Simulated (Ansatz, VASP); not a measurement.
**LiGeBr2 in VASP and in Ansatz**

The input INCAR:

```
  PREC = Accurate
  ENCUT = 600
  EDIFF = 1E-6
  ISMEAR = 0
  SIGMA = 0.1
  LREAL = False
  LASPH = True
  NELM = 100
  ALGO = Normal
  ISIF = 3
  LWAVE = False
  LCHARG = False
  GGA = PE
  IBRION = 2
  NSW = 100
  EDIFFG = -0.01
```

Contents of KPOINTS:

```
Automatic mesh
0
Gamma
  12 12 8
```

File POSCAR:

```
LiGeBr2
1.0
    4.5417040905      0.0000000000      0.0000000000
   -2.2708520453      3.9332311188      0.0000000000
    0.0000000000      0.0000000000      5.8412167052
Li Ge Br
1 1 2
Direct
    0.0000000000      0.0000000000      0.5000000000
    0.0000000000      0.0000000000      0.0000000000
    0.6666666667      0.3333333333      0.2487616048
    0.3333333333      0.6666666667      0.7512383952
```

Input for Ansatz:

```yaml
crystal:
  lattice:
    - [4.5417040905, 0.0, 0.0]
    - [-2.2708520453, 3.9332311188, 0.0]
    - [0.0, 0.0, 5.8412167052]
  atoms:
    - { symbol: Li, position: [0.0, 0.0, 0.5] }
    - { symbol: Ge, position: [0.0, 0.0, 0.0] }
    - { symbol: Br, position: [0.6666666667, 0.3333333333, 0.2487616048] }
    - { symbol: Br, position: [0.3333333333, 0.6666666667, 0.7512383952] }
basis:
  ecutwfc: 420
kpoints:
  mp_grid: { grid: [12, 12, 8] }
hamiltonian:
  xc: pbe
scf:
  occupations: { method: gaussian, width: 0.1 }
output:
  forces: true
  stress: true
  eigenvalues: true
  write_density: true
  write_potential: true
  elf: true
  volumetric_format: npy
relax:
  adjacent_minimum: "off"
  f_tol: 0.01
  max_steps: 80
  cell: { stress_tol: 0.05 }
```

Alike in both runs: task relaxation of cell and atoms; functional PBE; k mesh 12 × 12 × 8; occupations gaussian, width 0.1 eV; no spin polarisation.

```csv
,VASP,Ansatz
version,VASP 6.6.1,Ansatz 0.2.0
potentials or method,"VASP PAW PBE potentials, release 64 (Li_sv, Ge_d, Br)","scalar-relativistic, plane waves, PAW"
plane-wave cutoff (eV),600,420
valence electrons in the cell,31,31
```

```tsv
	VASP	Ansatz	Ansatz less VASP
gap on the k mesh at the Fermi level, each at its own relaxed structure (eV)	none	none	-
relaxed volume (Å³/atom)	25.82	25.82	+0.007
relaxed cell length with the largest relative difference (Å)	5.857	5.859	+0.0018
```

A gap of «none» marks a metal or a gap that the smearing closes.

Caveats: the cutoff is under 1.25 times the usual one of these potentials, so pressure, stress and relaxed cells hold a basis-set (Pulay) error (VASP); an odd number of electrons without spin polarisation forces a metal; a magnetic or distorted state may lie lower.
